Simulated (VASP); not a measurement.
# What spin-orbit coupling changes in NbCd3, part 3 of 4

Aim: run bands, DOS and a relaxation of NbCd3 twice, without and with spin-orbit coupling. All runs use LDA. Left out of this account: 1 further run (self-consistent run: a reference on another mesh). The start is a cell from a database of measured crystal structures.

VASP 6.6.1, plane waves and PAW; the level of theory is named at each step.

Still holding for the runs below: This run has no spin polarisation. Its electron count is odd, so without a moment it is a metal by construction. The k-mesh is coarse for a metal.

So far. Step 3 (Bands along the symmetry lines (LDA + SOC)): Of the bands kept, 8 cross the Fermi level on this path (spinor bands, one electron each). Step 4 (Density of states (LDA)): Of the states within 0.3 eV of the Fermi level, the largest shares in the PAW spheres are Nb d 50 %, Cd p 10 % and Cd d 5 %. The rest lies in smaller channels or between the spheres.

## Step 5: Total and projected DOS (LDA + SOC)

This step: LDA, spin-orbit coupling; plane waves and PAW (Nb_sv, Cd) (VASP 6.6.1).

Here the states are counted by energy and projected on the atoms.

INCAR

```
SYSTEM = NbCd3
PREC = Accurate
ENCUT = 400
EDIFF = 1E-06
NELM = 100
ISMEAR = -5
SIGMA = 0.05
LREAL = .FALSE.
ALGO = Normal
GGA = CA
LNONCOLLINEAR = .TRUE.
MAGMOM = 0 0 0 0 0 0 0 0 0 0 0 0
NBANDS = 60
GGA_COMPAT = .FALSE.
LASPH = .TRUE.
LSORBIT = .TRUE.
LMAXMIX = 4
LORBIT = 11
LWAVE = .FALSE.
LCHARG = .FALSE.
KPAR = 4
NEDOS = 2001
```

POSCAR

```
NbCd3
1.0
    4.2150000000      0.0000000000      0.0000000000
    0.0000000000      4.2150000000      0.0000000000
    0.0000000000      0.0000000000      4.2150000000
Nb Cd
1 3
Direct
    0.0000000000      0.0000000000      0.0000000000
    0.0000000000      0.5000000000      0.5000000000
    0.5000000000      0.0000000000      0.5000000000
    0.5000000000      0.5000000000      0.0000000000
```

KPOINTS

```
Automatic mesh
0
Gamma
6 6 6
0 0 0
```

Potentials, in the order of the species: Nb_sv and Cd (LDA family, release 64).

Launch:

```
> mpirun -np 4 vasp_ncl
```

The log of the run:

```text
[... set-up lines as in an earlier step ...]
 entering main loop
       N       E                     dE             d eps       ncg     rms          rms(c)
DAV:   1     0.444599155434E+03    0.44460E+03   -0.22807E+04  2400   0.141E+03
DAV:   2     0.728024621740E+01   -0.43732E+03   -0.42543E+03  2620   0.494E+02
DAV:   3    -0.151594035882E+02   -0.22440E+02   -0.21791E+02  3368   0.106E+02
DAV:   4    -0.164825507932E+02   -0.13231E+01   -0.13071E+01  4012   0.207E+01
DAV:   5    -0.165402845711E+02   -0.57734E-01   -0.57679E-01  3524   0.322E+00    0.108E+01
DAV:   6    -0.157764097177E+02    0.76387E+00   -0.19504E+00  3152   0.126E+01    0.674E+00
DAV:   7    -0.156761727009E+02    0.10024E+00   -0.28515E-01  2968   0.379E+00    0.403E+00
DAV:   8    -0.156570398152E+02    0.19133E-01   -0.75850E-02  3120   0.252E+00    0.776E-01
DAV:   9    -0.156550688787E+02    0.19709E-02   -0.64471E-03  3552   0.636E-01    0.260E-01
DAV:  10    -0.156549763502E+02    0.92528E-04   -0.51334E-04  3344   0.162E-01    0.139E-01
DAV:  11    -0.156549119237E+02    0.64427E-04   -0.96515E-05  2984   0.758E-02    0.241E-02
DAV:  12    -0.156549241861E+02   -0.12262E-04   -0.14714E-05  2744   0.317E-02    0.506E-03
DAV:  13    -0.156549235752E+02    0.61087E-06   -0.21140E-06  2352   0.143E-02
   1 F= -.15654924E+02 E0= -.15654924E+02  d E =0.000000E+00  mag=     0.0000    -0.0000    -0.0000
 [... a notice as in an earlier step ...]
```

The job ended after 14 s (4 MPI ranks of AMD EPYC 9R45, shared host; peak memory 0.97 GiB).

From OUTCAR (step 5):

```text
   NELECT =      49.0000    total number of electrons

 E-fermi :   5.0372

 k-point     1 :       0.0000    0.0000    0.0000
  band No.  band energies     occupation
    ...
     42       4.1148      1.00000
     43       4.1148      1.00000
     44       4.1148      1.00000
     45       5.2081      0.80528
     46       5.2081      0.80528
     47       5.2081      0.33696
     48       5.2081      0.33696
     49       5.2985      0.00000
     50       5.2985      0.00000
     51       6.3170      0.00000
    ...

  Total       -1.2614652     -1.2614652     -1.2614652      0.0000000      0.0000000     -0.0000000
  in kB      -26.9893936    -26.9893936    -26.9893936      0.0000000      0.0000000     -0.0000000
  external PRESSURE =     -26.9893936 kB  Pullay stress =       0.0000000 kB

  FREE ENERGIE OF THE ION-ELECTRON SYSTEM (eV)
  ---------------------------------------------------
  free  energy   TOTEN  =       -15.6549235752 eV

  energy  without entropy=      -15.6549235752  energy(sigma->0) =      -15.65492358

 Spin-Orbit-Coupling matrix elements
 Ion:    1  E_soc:     -0.1853225
 Ion:    2  E_soc:     -0.0685473
 Ion:    3  E_soc:     -0.0685473
 Ion:    4  E_soc:     -0.0685473

 magnetization (x)
# of ion       s       p       d       tot
------------------------------------------
    1       -0.000   0.000  -0.000  -0.000
    2        0.000   0.000  -0.000   0.000
    3       -0.000  -0.000   0.000  -0.000
    4        0.000   0.000  -0.000   0.000
--------------------------------------------------
tot          0.000   0.000  -0.000  -0.000

 magnetization (y)
# of ion       s       p       d       tot
------------------------------------------
    1       -0.000   0.000  -0.000  -0.000
    2        0.000  -0.000  -0.000   0.000
    3       -0.000  -0.000  -0.000  -0.000
    4       -0.000  -0.000   0.000  -0.000
--------------------------------------------------
tot         -0.000  -0.000  -0.000  -0.000

 magnetization (z)
# of ion       s       p       d       tot
------------------------------------------
    1        0.000  -0.000  -0.000  -0.000
    2       -0.000   0.000   0.000   0.000
    3        0.000  -0.000  -0.000  -0.000
    4       -0.000  -0.000   0.000  -0.000
--------------------------------------------------
tot         -0.000   0.000  -0.000  -0.000

[... 9 parts as in an earlier step ...]

[... 9 further parts left out ...]
```

At this level the cell is under a tension of 2.7 GPa, so at these settings it is away from equilibrium.

This step gave:

```
bands                  : 60
free energy (TOTEN)    : -15.65 eV
Fermi energy           : 5.037 eV
pressure               : -2.699 GPa
DOS at the Fermi level : 1.666 states/eV/cell
```

On-site spin-orbit energy by atom:

```csv
atom,on-site spin-orbit energy (eV)
Nb1,-0.185
Cd2,-0.069
Cd3,-0.069
Cd4,-0.069
```

The density of states has structure finer than the step of the table below, so its rows give means over 0.5 eV, whole bins alone (the curve runs from -12.0 to 1.25 eV). Peaks (eV: height): total -9.03: 30.6, -8.49: 23.4, -8.22: 27.0, -8.09: 29.5; Nb d -0.70: 2.17, 1.18: 4.74; Cd p -8.96: 0.098, -0.77: 0.702, 1.18: 0.274; Cd s -8.29: 0.427, -6.08: 0.271, -3.72: 0.253, -2.51: 0.510; Cd d -9.03: 27.9, -8.49: 21.2, -8.09: 27.8, -7.55: 13.7.

States under -12.0 eV and over 1.2 eV are left out. Density of states against energy, zero at the Fermi level; means over each step; values in states/eV/cell:

```csv
energy (eV),total,Nb d,Cd p,Cd s,Cd d
-10.0,0.00156,0,2.1e-6,4.0e-5,0.00131
-9.5,6.93,0.0160,0.0152,0.0700,6.14
-9.0,17.1,0.0472,0.0493,0.0923,15.4
-8.5,12.4,0.0504,0.0433,0.154,11.1
-8.0,18.5,0.0413,0.0562,0.174,17.1
-7.5,5.58,0.00443,0.0187,0.106,5.13
-7.0,0.669,0.00443,0.0229,0.160,0.215
-6.5,0.726,0.0104,0.0366,0.215,0.114
-6.0,0.846,0.0235,0.0558,0.257,0.0850
-5.5,0.764,0.0344,0.0661,0.216,0.0562
-5.0,0.598,0.0287,0.0620,0.148,0.0430
-4.5,0.705,0.0346,0.0789,0.155,0.0537
-4.0,1.05,0.0615,0.121,0.219,0.0835
-3.5,1.06,0.0784,0.119,0.224,0.0909
-3.0,0.909,0.0780,0.0868,0.212,0.0929
-2.5,1.88,0.263,0.153,0.430,0.207
-2.0,1.73,0.334,0.195,0.265,0.144
-1.5,2.10,0.574,0.271,0.162,0.139
-1.0,3.68,1.27,0.525,0.0747,0.189
-0.5,3.68,1.59,0.477,0.0230,0.167
0.0,1.76,0.886,0.177,0.0158,0.0896
0.5,1.46,0.816,0.110,0.0121,0.0823
1.0,2.41,1.53,0.117,0.0163,0.0785
```

The DOS at the Fermi level goes from 1.68 to 1.67 states/eV/cell, a number that is sensitive to the mesh. The run took 3.5 times the core time, with 60 spinor bands against 38. Of the states within 0.3 eV of the Fermi level, the largest shares in the PAW spheres are Nb d 50 %, Cd p 10 % and Cd d 5 %. The rest lies in smaller channels or between the spheres.

## Step 6: Full relaxation (LDA)

This step: LDA; plane waves and PAW (Nb_sv, Cd) (VASP 6.6.1).

Last, the cell itself: ISIF = 3 frees volume, shape and positions, first without the coupling.

INCAR

```
SYSTEM = NbCd3
PREC = Accurate
ENCUT = 400
EDIFF = 1E-06
NELM = 100
ISMEAR = -1
SIGMA = 0.05
LREAL = .FALSE.
ALGO = Normal
GGA = CA
NBANDS = 30
LASPH = .TRUE.
LORBIT = 11
LWAVE = .FALSE.
LCHARG = .FALSE.
KPAR = 4
IBRION = 2
NSW = 60
ISIF = 3
EDIFFG = -0.01
```

POSCAR is that of step 5.

KPOINTS is that of step 5.

Launch:

```
> mpirun -np 4 vasp_std
```

The log of the run:

```text
[... set-up lines as in an earlier step ...]
 entering main loop
       N       E                     dE             d eps       ncg     rms          rms(c)
DAV:   1     0.411482258376E+03    0.41148E+03   -0.22728E+04  1200   0.138E+03
DAV:   2     0.114187719488E+01   -0.41034E+03   -0.39907E+03  1308   0.476E+02
DAV:   3    -0.157203032504E+02   -0.16862E+02   -0.16484E+02  1738   0.932E+01
DAV:   4    -0.163332202086E+02   -0.61292E+00   -0.60739E+00  1760   0.144E+01
DAV:   5    -0.163499647152E+02   -0.16745E-01   -0.16733E-01  1744   0.201E+00    0.101E+01
DAV:   6    -0.155931712327E+02    0.75679E+00   -0.20062E+00  1650   0.125E+01    0.630E+00
DAV:   7    -0.154925843913E+02    0.10059E+00   -0.27041E-01  1498   0.367E+00    0.382E+00
DAV:   8    -0.154716964497E+02    0.20888E-01   -0.79190E-02  1678   0.223E+00    0.657E-01
DAV:   9    -0.154695329799E+02    0.21635E-02   -0.69369E-03  1688   0.639E-01    0.183E-01
DAV:  10    -0.154694725623E+02    0.60418E-04   -0.59468E-04  1506   0.185E-01    0.447E-02
DAV:  11    -0.154694735026E+02   -0.94030E-06   -0.33385E-05  1606   0.493E-02    0.984E-03
DAV:  12    -0.154694733751E+02    0.12751E-06   -0.42228E-06  1314   0.188E-02
   1 F= -.15469473E+02 E0= -.15459375E+02  d E =-.154695E+02
 curvature:   0.00 expect dE= 0.000E+00 dE for cont linesearch  0.000E+00
 trial: gam= 0.00000 g(F)=  0.000E+00 g(S)=  0.522E-01 ort = 0.000E+00 (trialstep = 0.100E+01)
 search vector abs. value=  0.522E-01
 bond charge predicted
       N       E                     dE             d eps       ncg     rms          rms(c)
DAV:   1    -0.166382441207E+02   -0.11688E+01   -0.26720E+01  1214   0.545E+01    0.741E+00
DAV:   2    -0.155510260707E+02    0.10872E+01   -0.34320E+00  1310   0.212E+01    0.244E+00
DAV:   3    -0.154728857543E+02    0.78140E-01   -0.32620E-01  1850   0.457E+00    0.165E+00
DAV:   4    -0.154657078659E+02    0.71779E-02   -0.36711E-02  1742   0.110E+00    0.583E-01
DAV:   5    -0.154651532365E+02    0.55463E-03   -0.10163E-02  2194   0.535E-01    0.288E-01
DAV:   6    -0.154658484431E+02   -0.69521E-03   -0.14510E-03  1634   0.291E-01    0.154E-01
DAV:   7    -0.154658799324E+02   -0.31489E-04   -0.72907E-04  1856   0.173E-01    0.184E-02
DAV:   8    -0.154658777369E+02    0.21955E-05   -0.28319E-05  1418   0.370E-02    0.680E-03
DAV:   9    -0.154658773135E+02    0.42346E-06   -0.28735E-06  1222   0.137E-02
   2 F= -.15465877E+02 E0= -.15456261E+02  d E =0.359606E-02
 trial-energy change:    0.003596  1 .order    0.004407   -0.052242    0.061056
 step:   0.4718(harm=  0.4611)  dis= 0.00000  next Energy=   -15.481883 (dE=-0.124E-01)
 bond charge predicted
       N       E                     dE             d eps       ncg     rms          rms(c)
DAV:   1    -0.158001100625E+02   -0.33423E+00   -0.75032E+00  1214   0.295E+01    0.431E+00
DAV:   2    -0.155099277790E+02    0.29018E+00   -0.90910E-01  1430   0.105E+01    0.157E+00
DAV:   3    -0.154847434449E+02    0.25184E-01   -0.73861E-02  1728   0.235E+00    0.118E+00
DAV:   4    -0.154816047281E+02    0.31387E-02   -0.15869E-02  1916   0.648E-01    0.295E-01
DAV:   5    -0.154818224879E+02   -0.21776E-03   -0.96458E-04  1870   0.201E-01    0.170E-01
DAV:   6    -0.154819930379E+02   -0.17055E-03   -0.35137E-04  1758   0.105E-01    0.379E-02
DAV:   7    -0.154820010434E+02   -0.80055E-05   -0.31625E-05  2038   0.358E-02    0.862E-03
DAV:   8    -0.154820014110E+02   -0.36759E-06   -0.22905E-06  1118   0.842E-03
   3 F= -.15482001E+02 E0= -.15472134E+02  d E =-.125280E-01
 curvature:  -0.23 expect dE=-0.753E-07 dE for cont linesearch -0.753E-07
 trial: gam=-0.00250 g(F)=  0.779E-67 g(S)=  0.327E-06 ort = 0.131E-03 (trialstep = 0.894E+00)
 search vector abs. value=  0.102E-09
 reached required accuracy - stopping structural energy minimisation
```

Run time: 7.4 s. Hardware: 4 MPI ranks; peak memory 0.54 GiB; 28 s of CPU time.

From OUTCAR (step 6):

```text
   k-points           NKPTS =     20   k-points in BZ     NKDIM =     20   number of bands    NBANDS=     30

   NELECT =      49.0000    total number of electrons

 E-fermi :   5.2729

 k-point     1 :       0.0000    0.0000    0.0000
  band No.  band energies     occupation
    ...
     18      -2.2678      2.00000
     19      -2.2678      2.00000
     20      -2.2678      2.00000
     21       4.3179      2.00000
     22       4.3179      2.00000
     23       5.4317      0.08025
     24       5.4317      0.08025
     25       5.4317      0.08025
     26       6.5939      0.00000
     27       6.5939      0.00000
    ...

  Total       -0.0030058     -0.0030058     -0.0030058      0.0000000     -0.0000000     -0.0000000
  in kB       -0.0656463     -0.0656463     -0.0656463      0.0000000     -0.0000000     -0.0000000
  external PRESSURE =      -0.0656463 kB  Pullay stress =       0.0000000 kB

 POSITION                                       TOTAL-FORCE (eV/Angst)
 -----------------------------------------------------------------------------------
      0.00000      0.00000      0.00000        -0.000000      0.000000      0.000000
      0.00000      2.09309      2.09309         0.000000      0.000000      0.000000
      2.09309      0.00000      2.09309         0.000000      0.000000      0.000000
      2.09309      2.09309      0.00000        -0.000000      0.000000      0.000000
 -----------------------------------------------------------------------------------
    total drift:                                0.000000      0.000000      0.000000

  FREE ENERGIE OF THE ION-ELECTRON SYSTEM (eV)
  ---------------------------------------------------
  free  energy   TOTEN  =       -15.4820014110 eV

  energy  without entropy=      -15.4622671012  energy(sigma->0) =      -15.47213426

 reached required accuracy - stopping structural energy minimisation

[... 6 parts as in an earlier step ...]

[... 10 further parts left out ...]
```

CONTCAR:

```
NbCd3
   1.00000000000000
     4.1861798443324139    0.0000000000000000   -0.0000000000000000
     0.0000000000000000    4.1861798443324139    0.0000000000000000
     0.0000000000000000    0.0000000000000000    4.1861798443324139
  Nb              Cd
     1     3
Direct
     0.0000000000000000    0.0000000000000000    0.0000000000000000
     0.0000000000000000    0.5000000000000000    0.5000000000000000
     0.5000000000000000    0.0000000000000000    0.5000000000000000
     0.5000000000000000    0.5000000000000000    0.0000000000000000
```

The run keeps the 48 symmetry operations of its start, so it cannot find a distortion of lower symmetry.

The steps of the relaxation:

```csv
step,energy less that of the first step (eV),largest force (eV/Å),pressure (GPa),volume (Å³)
1,0.0000,0.0000,-2.57,74.88
2,0.0036,0.0000,3.14,71.68
3,-0.0125,0.0000,-0.01,73.36
```

```csv
"conventional cell, symmetrised",before,after,change
a (Å),4.215,4.186,-0.7 %
b (Å),4.215,4.186,-0.7 %
c (Å),4.215,4.186,-0.7 %
volume (Å³/atom),18.72,18.34,-2.0 %
```

Final coordinates:

```
Nb Cd
1.0
     4.18618    0.00000    0.00000
     0.00000    4.18618    0.00000
     0.00000    0.00000    4.18618
Nb Cd
1 3
Direct
  0.00000 0.00000 0.00000
  0.00000 0.50000 0.50000
  0.50000 0.00000 0.50000
  0.50000 0.50000 0.00000
```

Numbers from this step:

```yaml
bands: 30
free_energy_toten: -15.48 eV
energy_at_zero_smearing: -15.47 eV
fermi_energy: 5.273 eV
pressure: -0.006565 GPa
scf_cycles_over_all_ionic_steps: 29
```

It ends with forces that vanish by symmetry and a pressure of -0.01 GPa.

(Part 3 of 4 ends here.)

[Lines on the potential files, build, host, timing and source positions are cut from VASP's logs without a mark.]

[Logs are printed without paths, hosts, clocks, repeated set-up lines and the standing remarks that a program may print on its own settings, such as how far it seeks lower states.]

[Hosts, paths, dates, database ids (printed as entryN), source tags and the programs' standing remarks are cut or masked in the printed files.]

[A measured line is paired with the nearest computed mode of its activity, which favours agreement.]
